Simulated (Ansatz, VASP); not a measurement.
# AgSbSe3: VASP beside Ansatz

One calculation is typed for both programs; each brings its own data sets. How far apart do they land? The cell is generated by rule, not measured, and may not be a known phase. The cell is taken from a series of runs on this material, whose earlier steps may have relaxed, scaled, displaced or heated it; both programs get it as it stands.

Method: plane waves, with VASP 6.6.1 beside it; relaxation of cell and atoms at PBEsol, in Ansatz 0.2.0.

## Step 1: Starting point

Symmetry: Pm-3m, No. 221, cubic system. Conventional cell: a = 5.225 Å, b = 5.225 Å, c = 5.225 Å, α = 90.00°, β = 90.00°, γ = 90.00°. Ag has 12 Se at 3.69 Å nearest. Nearest to Sb lie 6 Se at 2.61 Å. Nearest to Se lie 2 Sb at 2.61 Å. Farther neighbours and most contacts between anions are not listed.

Structure file:

```cif
data_structure
_symmetry_space_group_name_H-M 'Pm-3m'
_symmetry_Int_Tables_number 221
_cell_length_a 5.2248
_cell_length_b 5.2248
_cell_length_c 5.2248
_cell_angle_alpha 90.000
_cell_angle_beta 90.000
_cell_angle_gamma 90.000
_cell_volume 142.63
loop_
_atom_site_label
_atom_site_type_symbol
_atom_site_symmetry_multiplicity
_atom_site_Wyckoff_symbol
_atom_site_fract_x
_atom_site_fract_y
_atom_site_fract_z
_atom_site_occupancy
Ag1 Ag 1 a 0.00000 0.00000 0.00000 1
Sb1 Sb 1 b 0.50000 0.50000 0.50000 1
Se1 Se 3 c 0.50000 0.50000 0.00000 1
```

## Step 2: VASP: relaxation of cell and atoms, PBEsol, pair 1

The relaxed volume is the usual yardstick between codes: in a stiff, nearly cubic crystal its relative difference is about their pressure difference at one cell divided by the bulk modulus.

Lines of VASP's logs that name or quote its potential files are left out, and so is its time.

The input, INCAR:

```
SYSTEM = AgSbSe3
PREC = Accurate
ENCUT = 500
EDIFF = 1E-07
NELM = 120
ISMEAR = 0
SIGMA = 0.1
LREAL = .FALSE.
ALGO = Normal
GGA = PS
NBANDS = 23
LASPH = .TRUE.
LORBIT = 11
LWAVE = .FALSE.
LCHARG = .FALSE.
ISIF = 3
IBRION = 2
NSW = 80
EDIFFG = -0.005
GGA_COMPAT = .FALSE.
NELMIN = 4
KPAR = 2
```

The input, POSCAR:

```
AgSbSe3
1.0
    5.2247550000      0.0000000000      0.0000000000
    0.0000000000      5.2247550000      0.0000000000
    0.0000000000      0.0000000000      5.2247550000
Ag Sb Se
1 1 3
Direct
    0.0000000000      0.0000000000      0.0000000000
    0.4999999043      0.4999999043      0.4999999043
    0.4999999043      0.4999999043      0.0000000000
    0.4999999043      0.0000000000      0.4999999043
    0.0000000000      0.4999999043      0.4999999043
```

The input, KPOINTS:

```
Automatic mesh
0
Gamma
8 8 8
0 0 0
```

PAW data sets: Ag, Sb and Se (PBE family, release 64).

Command:

```
$ mpirun -np 2 vasp_std
```

Numbers of over 12 decimals in the logs are rounded to 6 here.

Output:

```text
[banner, memory and clock lines left out]
running    2 mpi-ranks, on    1 nodes
 distrk:  each k-point on    1 cores,    2 groups
 distr:  one band on    1 cores,    1 groups

 POSCAR found type information on POSCAR AgSbSe
 POSCAR found :  3 types and       5 ions
|                                                                             |
|               ----> ADVICE to this user running VASP <----                  |
|                                                                             |
|     You enforced a specific xc type in the INCAR file but a different       |
|     [... a line on the potential file left out ...]
|     I HOPE YOU KNOW WHAT YOU ARE DOING!                                     |
|                                                                             |

 LDA part: xc-table for (Slater+PW92), standard interpolation
 POSCAR, INCAR and KPOINTS ok, starting setup
 FFT: planning ... GRIDC
 FFT: planning ... GRID_SOFT
 FFT: planning ... GRID
 WAVECAR not read
 entering main loop
       N       E                     dE             d eps       ncg     rms          rms(c)
DAV:   1     0.188898551648E+03    0.18890E+03   -0.13463E+04  1618   0.120E+03
DAV:   2    -0.300285817104E+01   -0.19190E+03   -0.18339E+03  2045   0.223E+02
DAV:   3    -0.169065695085E+02   -0.13904E+02   -0.13471E+02  1961   0.625E+01
DAV:   4    -0.171179613064E+02   -0.21139E+00   -0.21074E+00  1841   0.851E+00
DAV:   5    -0.171211632225E+02   -0.32019E-02   -0.32012E-02  2034   0.109E+00    0.597E+00
DAV:   6    -0.165298544080E+02    0.59131E+00   -0.12570E+00  1771   0.105E+01    0.404E+00
DAV:   7    -0.165177249026E+02    0.12130E-01   -0.36946E-01  1925   0.322E+00    0.169E+00
DAV:   8    -0.165109967707E+02    0.67281E-02   -0.20624E-02  1967   0.890E-01    0.528E-01
DAV:   9    -0.165100594543E+02    0.93732E-03   -0.28289E-03  1918   0.426E-01    0.872E-02
DAV:  10    -0.165101467990E+02   -0.87345E-04   -0.38198E-04  1981   0.108E-01    0.565E-02
DAV:  11    -0.165101820784E+02   -0.35279E-04   -0.77930E-05  1848   0.680E-02    0.736E-03
DAV:  12    -0.165101804594E+02    0.16190E-05   -0.64411E-06  1939   0.200E-02    0.314E-03
DAV:  13    -0.165101806373E+02   -0.17796E-06   -0.15280E-06  2020   0.696E-03    0.102E-03
DAV:  14    -0.165101806544E+02   -0.17086E-07   -0.15302E-07  1296   0.323E-03
   1 F= -.16510181E+02 E0= -.16497308E+02  d E =-.165102E+02
 curvature:   0.00 expect dE= 0.000E+00 dE for cont linesearch  0.000E+00
 trial: gam= 0.00000 g(F)=  0.000E+00 g(S)=  0.833E-04 ort = 0.000E+00 (trialstep = 0.100E+01)
 search vector abs. value=  0.833E-04
 bond charge predicted
       N       E                     dE             d eps       ncg     rms          rms(c)
DAV:   1    -0.165107254293E+02   -0.54479E-03   -0.10521E-02  1841   0.751E-01    0.151E-01
DAV:   2    -0.165102703506E+02    0.45508E-03   -0.13744E-03  1673   0.332E-01    0.452E-02
DAV:   3    -0.165102242647E+02    0.46086E-04   -0.17307E-04  1862   0.715E-02    0.318E-02
DAV:   4    -0.165102159046E+02    0.83601E-05   -0.19816E-05  1883   0.392E-02    0.636E-03
DAV:   5    -0.165102146992E+02    0.12054E-05   -0.62874E-06  1771   0.225E-02    0.496E-03
DAV:   6    -0.165102144056E+02    0.29358E-06   -0.58746E-07  1883   0.467E-03    0.529E-04
DAV:   7    -0.165102144186E+02   -0.13068E-07   -0.27236E-08   917   0.123E-03
   2 F= -.16510214E+02 E0= -.16497318E+02  d E =-.337643E-04
 trial-energy change:   -0.000034  1 .order   -0.000035   -0.000083    0.000013
 step:   0.8522(harm=  0.8615)  dis= 0.00000  next Energy=   -16.510215 (dE=-0.348E-04)
 reached required accuracy - stopping structural energy minimisation
```

Parts of OUTCAR (step 2):

```text
ion  position               nearest neighbor table
   1  0.000  0.000  0.000-
   2  0.500  0.500  0.500-   3 2.61   4 2.61   5 2.61   5 2.61   4 2.61   3 2.61
   3  0.500  0.500  0.000-   2 2.61   2 2.61
   4  0.500  0.000  0.500-   2 2.61   2 2.61
   5  0.000  0.500  0.500-   2 2.61   2 2.61

  LATTYP: Found a simple cubic cell.
 ALAT       =     5.2247550000

 Subroutine GETGRP returns: Found 48 space group operations
 (whereof 48 operations were pure point group operations)

The static configuration has the point symmetry O_h .

 Found     35 irreducible k-points:

   k-points           NKPTS =     35   k-points in BZ     NKDIM =     35   number of bands    NBANDS=     23

   dimension x,y,z NGX =    40 NGY =   40 NGZ =   40
   dimension x,y,z NGXF=    80 NGYF=   80 NGZF=   80

   ENCUT  =  500.0 eV  36.75 Ry    6.06 a.u.   9.53  9.53  9.53*2*pi/ulx,y,z

   NELECT =      34.0000    total number of electrons

 k-points in reciprocal lattice and weights: Automatic mesh
   0.00000000  0.00000000  0.00000000       0.002
   0.12500000  0.00000000  0.00000000       0.012
   0.25000000  0.00000000  0.00000000       0.012
   0.37500000  0.00000000  0.00000000       0.012
   0.50000000  0.00000000  0.00000000       0.006
   0.12500000  0.12500000  0.00000000       0.023
   0.25000000  0.12500000  0.00000000       0.047
   0.37500000  0.12500000  0.00000000       0.047
   0.50000000  0.12500000  0.00000000       0.023
[...]
0.50000000  0.50000000  0.37500000       0.012
   0.50000000  0.50000000  0.50000000       0.002

 average (electrostatic) potential at core
       1 -74.5909       2 -90.1677       3 -54.8275       4 -54.8275       5 -54.8275

 E-fermi :   2.7998

 k-point     1 :       0.0000    0.0000    0.0000
  band No.  band energies     occupation
    ...
     14       2.0847      2.00000
     15       2.0847      2.00000
     16       2.1368      2.00000
     17       2.1368      2.00000
     18       2.1368      2.00000
     19       3.1933      0.00000
     20       8.2130      0.00000
     21       8.2130      0.00000
     22       8.2130      0.00000
     23       9.2561      0.00000

 k-point     2 :       0.1250    0.0000    0.0000
  band No.  band energies     occupation
    ...
     14       1.9853      2.00000
     15       1.9853      2.00000
     16       2.1194      2.00000
     17       2.1529      2.00000
     18       2.1529      2.00000
     19       3.6308      0.00000
     20       8.2412      0.00000
     21       8.3922      0.00000
     22       8.3922      0.00000
     23       8.8415      0.00000

 k-point     3 :       0.2500    0.0000    0.0000
  band No.  band energies     occupation
    ...
     14       1.7130      2.00000
     15       1.7130      2.00000
     16       2.0804      2.00000
     17       2.2375      2.00000
     18       2.2375      2.00000
     19       4.3846      0.00000
     20       7.5779      0.00000
     21       8.3139      0.00000
     22       8.6907      0.00000
     23       8.7304      0.00000

  Total       -0.0086273     -0.0086273     -0.0086273     -0.0000000      0.0000000      0.0000000
  in kB       -0.0967635     -0.0967635     -0.0967635     -0.0000000      0.0000000      0.0000000
  external PRESSURE =      -0.0967635 kB  Pullay stress =       0.0000000 kB

  energy-cutoff  :      500.00
  volume of cell :      142.85
      direct lattice vectors                 reciprocal lattice vectors
     5.227459342  0.000000000 -0.000000000     0.191297518 -0.000000000 -0.000000000
     0.000000000  5.227459342  0.000000000    -0.000000000  0.191297518 -0.000000000
     0.000000000  0.000000000  5.227459342     0.000000000 -0.000000000  0.191297518

 POSITION                                       TOTAL-FORCE (eV/Angst)
 -----------------------------------------------------------------------------------
      0.00000      0.00000      0.00000        -0.000000     -0.000000      0.000000
      2.61373      2.61373      2.61373         0.000000      0.000000      0.000000
      2.61373      2.61373     -0.00000        -0.000000     -0.000000      0.000000
      2.61373      0.00000      2.61373         0.000000      0.000000      0.000000
      0.00000      2.61373      2.61373         0.000000      0.000000      0.000000
 -----------------------------------------------------------------------------------
    total drift:                                0.000479      0.000479      0.000479

  FREE ENERGIE OF THE ION-ELECTRON SYSTEM (eV)
  ---------------------------------------------------
  free  energy   TOTEN  =       -16.5102144186 eV

  energy  without entropy=      -16.4844219831  energy(sigma->0) =      -16.49731820

 reached required accuracy - stopping structural energy minimisation

 total charge
# of ion       s       p       d       tot
------------------------------------------
    1        0.149   0.047   9.358   9.554
    2        1.193   1.065   0.109   2.366
    3        1.492   2.249   0.028   3.769
    4        1.492   2.249   0.028   3.769
    5        1.492   2.249   0.028   3.769
--------------------------------------------------
tot          5.818   7.857   9.552  23.227

[... 3 further parts left out ...]
```

The run keeps the 48 symmetry operations of its start, so it cannot find a distortion of lower symmetry.

## Step 3: Ansatz: relaxation of cell and atoms, PBEsol, pair 1

Ansatz runs on its PAW soft_1 files.

The same cell, functional, mesh and smearing now go to Ansatz, which takes its cutoff from its data sets.

The input, input.yaml:

```yaml
crystal:
  lattice:
    - [5.2247545114, 0.0, 0.0]
    - [0.0, 5.2247545114, 0.0]
    - [0.0, 0.0, 5.2247545114]
  atoms:
    - { symbol: Ag, position: [0.0, 0.0, 0.0] }
    - { symbol: Sb, position: [0.5, 0.5, 0.5] }
    - { symbol: Se, position: [0.5, 0.5, 0.0] }
    - { symbol: Se, position: [0.5, 0.0, 0.5] }
    - { symbol: Se, position: [0.0, 0.5, 0.5] }
kpoints:
  mp_grid: { grid: [8, 8, 8] }
hamiltonian:
  xc: pbesol
  pseudopotentials: { kind: paw, azcp: { folder: soft_1 }, xc_functional: pbe }
scf:
  occupations: { method: gaussian, width: 0.1 }
output:
  forces: true
  stress: true
  eigenvalues: true
  write_density: true
  write_potential: true
  elf: true
  volumetric_format: npy
relax:
  adjacent_minimum: "off"
  f_tol: 0.005
  max_steps: 80
  cell: { stress_tol: 0.05 }
```

Command:

```
$ ansatz run input.yaml --threads 4 --pin off --max-ram 16384MiB --backend cpu --events-out ev --progress --plain --runs-dir out
```

Output:

```text
Engine: ansatz 0.2.0, aarch64-unknown-linux-gnu
Pseudopotentials: kind: paw
Pseudopotential: Ag, paw, valence charge 19, recommended cutoff 420 eV (normal), soft_1/Ag.paw.azcp
Pseudopotential: Sb, paw, valence charge 15, recommended cutoff 420 eV (normal), soft_1/Sb.paw.azcp
Pseudopotential: Se, paw, valence charge 16, recommended cutoff 420 eV (normal), soft_1/Se.paw.azcp
Functional definition: PBEsol
  exchange = pbesol_x
  correlation = pbesol_c
Crystal: 5 atoms, lattice volume = 142.626 Å³
Basis set: ecut = 420 eV, 2801 PW (Γ), exchange–correlation on 72×72×72 points (8 copies of the dense FFT grid, shifted against one another)
Bands: 50, of which v1, the nominal top of the filled ones, is band 41 counted from 1 (40 counted from 0)
Symmetry: 48 space group operations
Space group: Pm-3m (ITA 221), of the structure as read, at distance tolerance 5.2e-5 Å
k-points: 35 of 512
Non-local potential: Ag, projectors of the file, l = 0: 3, l = 1: 2, l = 2: 2, l = 3: 1
Non-local potential: Sb, projectors of the file, l = 0: 2, l = 1: 2, l = 2: 2, l = 3: 1
Non-local potential: Se, projectors of the file, l = 0: 2, l = 1: 2, l = 2: 3, l = 3: 1
PAW form: soft (Blöchl's): semilocal exchange-correlation on the pseudo side does not see the compensation charge
PAW frozen core: Ag, regenerated for the run's functional, and the local potential with it (the file was generated under x = pbe(κ = 0.804, μ = 0.219515), c = pbe(β = 0.066725))
PAW frozen core: Sb, regenerated for the run's functional, and the local potential with it (the file was generated under x = pbe(κ = 0.804, μ = 0.219515), c = pbe(β = 0.066725))
PAW frozen core: Se, regenerated for the run's functional, and the local potential with it (the file was generated under x = pbe(κ = 0.804, μ = 0.219515), c = pbe(β = 0.066725))
PAW one-centre angular grid: Ag, 590 points (default); XC on 64 Gauss nodes
PAW one-centre angular grid: Sb, 590 points (default); XC on 64 Gauss nodes
PAW one-centre angular grid: Se, 590 points (default); XC on 64 Gauss nodes
Initial density: superposition of atomic densities (chi_scale 0.1, normalization cell, long waves kept (reshape's long-wave potential 0.02 eV rms))
Initial wavefunctions: pseudopotential atomic-orbital guess
Functional: x = pbesol(κ = 0.804, μ = 0.123457), c = pbesol(β = 0.046)
SCF iter   1: F=—  HF=-30200.937153 eV  |F-HF|=—  |Δ(HF+E_count)|=         —  Δρ=3.66e-2  dr2=2.48e0  ethr=3.10e-3  ⟨swp⟩=6.8  Hψ=6830  notcnv=0  defer=16
preconditioner: auto → LDOS  [metal: Δε(μ)=0.010 eV  Ē_g=9.489 eV  σ=0.100 eV  W_gap=0.06  n_scr=32 (ndim 8)  ℏωp=18.1 eV  f_vac=0.054  D(μ)=5.59/eV (n_scr^D=32)  β→1.0]
SCF iter   2: F=—  HF=-30200.751079 eV  |F-HF|=—  |Δ(HF+E_count)|=   1.86e-1  Δρ=4.16e-2  dr2=1.94e0  ethr=3.02e-3  ⟨swp⟩=3.0  Hψ=3879  notcnv=0  defer=82
SCF iter   3: F=—  HF=-30200.174939 eV  |F-HF|=—  |Δ(HF+E_count)|=   5.76e-1  Δρ=3.75e-3  dr2=2.24e-2  ethr=2.36e-3  ⟨swp⟩=2.9  Hψ=3736  notcnv=0  defer=82
SCF iter   4: F=—  HF=-30200.175272 eV  |F-HF|=—  |Δ(HF+E_count)|=   3.33e-4  Δρ=8.11e-4  dr2=1.10e-3  ethr=2.74e-5  ⟨swp⟩=3.0  Hψ=3662  notcnv=0  defer=82
SCF iter   5: F=—  HF=-30200.176025 eV  |F-HF|=—  |Δ(HF+E_count)|=   7.53e-4  Δρ=2.54e-4  dr2=8.08e-5  ethr=1.34e-6  ⟨swp⟩=2.0  Hψ=2961  notcnv=0  defer=82
SCF iter   6: F=—  HF=-30200.176135 eV  |F-HF|=—  |Δ(HF+E_count)|=   1.10e-4  Δρ=6.57e-5  dr2=5.97e-6  ethr=9.86e-8  ⟨swp⟩=2.0  Hψ=2961  notcnv=0  defer=82
SCF iter   7: F=—  HF=-30200.176140 eV  |F-HF|=—  |Δ(HF+E_count)|=   5.13e-6  Δρ=1.67e-5  dr2=4.20e-7  ethr=7.28e-9  ⟨swp⟩=3.0  Hψ=3061  notcnv=0  defer=82
SCF iter   8: F=-30200.176140 eV  HF=-30200.176140 eV  |F-HF|=1.92e-8  |Δ(HF+E_count)|=   8.27e-8  Δρ=4.65e-6  dr2=3.94e-8  ethr=1.22e-10  ⟨swp⟩=16.4  Hψ=13612  notcnv=0
SCF 1 converged in 8 iterations: F = -30200.176140 eV  dr2 = 3.94e-8
  greatest PAW one-centre occupation: 1.001 electrons in one spin orbital (limit 2), on the Ag atom at site 0 (counted from 0), in its partial waves of l = 0
relax step   1: F+E_penalty+E_count = -30200.17614009 eV  Δ(F+E_penalty+E_count) = +0.000e0 eV  max|allowed force component| = 5.569e-29 eV/Å  Δτ_max = 0.0000 Å  P = -0.043 GPa  Ω = 142.626 Å³  (8 SCF iters, dr2 threshold 1.00e-7 eV, accepted)
Initial density: handed on by an earlier stage of this run
Initial wavefunctions: pseudopotential atomic-orbital guess (no wavefunctions were taken with the density)
iter 1 solved again at ethr=8.77e-8 eV; its pass at ethr=3.10e-3 eV (dr2=7.19e-5 eV) is discarded
SCF iter   1: F=—  HF=-30200.176067 eV  |F-HF|=—  |Δ(HF+E_count)|=         —  Δρ=4.73e-6  dr2=4.13e-8  ethr=8.77e-8  ⟨swp⟩=4.0  Hψ=12430  notcnv=0
preconditioner: auto → LDOS  [metal: Δε(μ)=0.047 eV  Ē_g=9.107 eV  σ=0.100 eV  W_gap=0.25  n_scr=32 (ndim 8)  ℏωp=18.1 eV  f_vac=0.047  D(μ)=5.16/eV (n_scr^D=32)  β→1.0]
SCF iter   2: F=—  HF=-30200.176140 eV  |F-HF|=—  |Δ(HF+E_count)|=   7.27e-5  Δρ=1.97e-6  dr2=3.84e-9  ethr=5.04e-11  ⟨swp⟩=3.0  Hψ=3425  notcnv=0
SCF iter   3: F=—  HF=-30200.176140 eV  |F-HF|=—  |Δ(HF+E_count)|=  7.82e-10  Δρ=7.53e-7  dr2=1.07e-9  ethr=4.68e-12  ⟨swp⟩=2.0  Hψ=3043  notcnv=0
SCF iter   4: F=—  HF=-30200.176140 eV  |F-HF|=—  |Δ(HF+E_count)|=  4.22e-10  Δρ=4.20e-7  dr2=2.74e-10  ethr=1.30e-12  ⟨swp⟩=2.0  Hψ=3040  notcnv=0
SCF iter   5: F=-30200.176140 eV  HF=-30200.176140 eV  |F-HF|=2.55e-11  |Δ(HF+E_count)|=  9.46e-11  Δρ=1.06e-7  dr2=1.80e-11  ethr=1.00e-12  ⟨swp⟩=7.0  Hψ=9239  notcnv=0
SCF 2 converged in 5 iterations: F = -30200.176140 eV  dr2 = 1.80e-11
relax step   2: F+E_penalty+E_count = -30200.17614010 eV  Δ(F+E_penalty+E_count) = -1.839e-8 eV  max|allowed force component| = 7.915e-29 eV/Å  Δτ_max = 0.0000 Å  P = -0.043 GPa  Ω = 142.626 Å³  stress off target by 4.34e-2 GPa  SCF on the basis re-selected at this cell (its energy is not comparable with the rows above)  (5 SCF iters)
basis re-selected at this cell: Δ(F+E_penalty+E_count) = -1.839e-8 eV, ΔP = -0.000 GPa vs the last step (what re-selecting the basis moved, of the pressure what is left beyond the Pulay correction that the steps carried, after the strain that the cell walked since its last selection, with what the two solves' SCF thresholds leave and, on support functions, any second-order correction that the steps lacked; it is no m [...]
SCF converged after 5 iterations
Free energy (F): -30200.176140 eV
Harris-Foulkes:  -30200.176140 eV  (|F-HF|=2.55e-11)
Internal energy: -30200.150345 eV  (E = F + TS)
E sigma→0 (E₀):  -30200.163243 eV
Entropy (-TS):   -0.025795 eV (-5.159 meV/atom)
Fermi energy:    6.709931 eV
--- Per-component energies (eV) ---
  E_band       = -1814.409196
  E_kinetic    = 961.448737
  E_local      = -13044.339841  (includes V_loc(G=0)·N_el)
  E_nonlocal   = -627.740630
  E_hartree    = 6441.320289
  E_xc         = -504.392529
  E_vxc        = -555.098056  (∫ρ·V_xc dr)
  E_paw        = -14618.755955  (= ΣΔE_a)
  E_vpaw       = -1431.319951  (= ΣTr[D̂ρ^β])
  E_aug_tail   = -0.000498  (compensation charges beyond the density's cutoff)
  E_ewald      = -8811.369869
  E_core_change = 3.679951  (= ΣΔE_core)
  E_smearing   = -0.025795  (= −TS)
  E_closure    = -0.000000  (closes the sum)
  Σ components = -30200.176140   (vs F -30200.176140, Δ=0.00e0)
--- Forces (eV/Å), atoms counted from 1 ---
  atom   1  Ag    -0.00000000     0.00000000     0.00000000
  atom   2  Sb     0.00000000    -0.00000000     0.00000000
  atom   3  Se    -0.00000000     0.00000000    -0.00000000
  atom   4  Se    -0.00000000     0.00000000     0.00000000
  atom   5  Se    -0.00000000    -0.00000000     0.00000000
  max |Σ_I F_I| component: 6.71e-29 eV/Å
--- Stress (GPa, compression-positive) ---
       -0.043445       0.000000       0.000000
        0.000000      -0.043445       0.000000
        0.000000       0.000000      -0.043445
  P = ⅓ Tr σ = -0.0434 GPa (-0.434 kbar)
--- Band table (eV; the first three rows and the last of 35) ---
  k-point 0: bands = [... 37 lower, 5.9941, 5.9941, 6.0467, 6.0467, 6.0467, 7.1055, 12.1716, 12.1716, ... 5 higher]
  k-point 1: bands = [... 37 lower, 5.8948, 5.8948, 6.0294, 6.0628, 6.0628, 7.5431, 12.2007, 12.3465, ... 5 higher]
  k-point 2: bands = [... 37 lower, 5.6227, 5.6227, 5.9906, 6.1475, 6.1475, 8.2977, 11.4975, 12.2761, ... 5 higher]
  k-point 34: bands = [... 37 lower, 5.4487, 7.1321, 7.2600, 7.2600, 7.2600, 7.5986, 7.5986, 7.5986, ... 5 higher]
--- Relaxed structure (1 steps of the walk, 1 accepted, 1 SCFs on fresh bases) ---
  F+E_penalty+E_count = -30200.17614010 eV   max|allowed force component| = 7.915e-29 eV/Å   (the final SCF, on the basis selected at the relaxed cell)
  cell:  # Å, volume = 142.6257 Å³
    - [5.2247545114, 0.0, 0.0]
    - [0.0, 5.2247545114, 0.0]
    - [0.0, 0.0, 5.2247545114]
  atoms:
    - { symbol: Ag, position: [0.0, 0.0, 0.0] }
    - { symbol: Sb, position: [0.5, 0.5, 0.5] }
    - { symbol: Se, position: [0.5, 0.5, 0.0] }
    - { symbol: Se, position: [0.5, 0.0, 0.5] }
    - { symbol: Se, position: [0.0, 0.5, 0.5] }
```

(Part 1 of 2 ends here.)

[Lines on the potential files, build, host, timing and source positions are cut from VASP's logs without a mark.]

[Logs are printed without paths, hosts, clocks, repeated set-up lines and the standing remarks that a program may print on its own settings, such as how far it seeks lower states.]

[Hosts, paths, dates, database ids (printed as entryN), source tags and the programs' standing remarks are cut or masked in the printed files.]
